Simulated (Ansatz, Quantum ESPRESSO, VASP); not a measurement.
**Code comparison for Nb3Au2 (I4/mmm, 5 atoms in the cell)**

Self-consistent single point.

```
CELL_PARAMETERS angstrom
     -1.70781     1.70781     7.66090
      1.70781    -1.70781     7.66090
      1.70781     1.70781    -7.66090
ATOMIC_POSITIONS crystal
  Nb 0.00000 0.00000 0.00000
  Nb 0.39924 0.39924 0.00000
  Nb 0.60076 0.60076 0.00000
  Au 0.19977 0.19977 0.00000
  Au 0.80023 0.80023 0.00000
```

Shared settings, as Ansatz (a first-principles code) writes them: kpoints.mp_grid.grid = 7 7 7; scf.occupations.method = gaussian; scf.occupations.width = 0.2 eV. Potentials and cutoffs stand in the table.

```json
[
 {"code": "Ansatz", "model": "LDA (PW92), default PAW files made with PBE", "pressure (GPa)": "-10.38", "largest force (eV/Å)": "0.080", "cutoff": "420 eV"},
 {"code": "Quantum ESPRESSO", "model": "LDA (PZ), GBRV 1.5 ultrasoft (LDA) pseudopotentials", "pressure (GPa)": "-10.67", "largest force (eV/Å)": "0.076", "cutoff": "40 Ry"},
 {"code": "VASP", "model": "LDA (PZ), VASP's LDA PAW potentials (set 64)", "pressure (GPa)": "-11.19", "largest force (eV/Å)": "0.094", "cutoff": "300 eV"}
]
```

On Ansatz's run: spin-orbit coupling is off. Spin polarisation is off.

The spread over the programs that give each value: pressure within 0.81 GPa; largest force within 0.018 eV/Å.

Ansatz's pressure is given at a fixed set of plane waves, as the other plane-wave codes print theirs. The same LDA comes in different parametrisations, which differ slightly.

VASP's run is marked for a possible Pulay error in its stress at this cutoff; no cutoff test was made.

The starting cell comes from a database of computed structures (which also holds hypothetical and non-ambient phases and stackings), without a prior relaxation at this level.

Left out of this page: Elk and SIESTA (not drawn, or without a comparable value).

Keys are those of Ansatz 0.2.
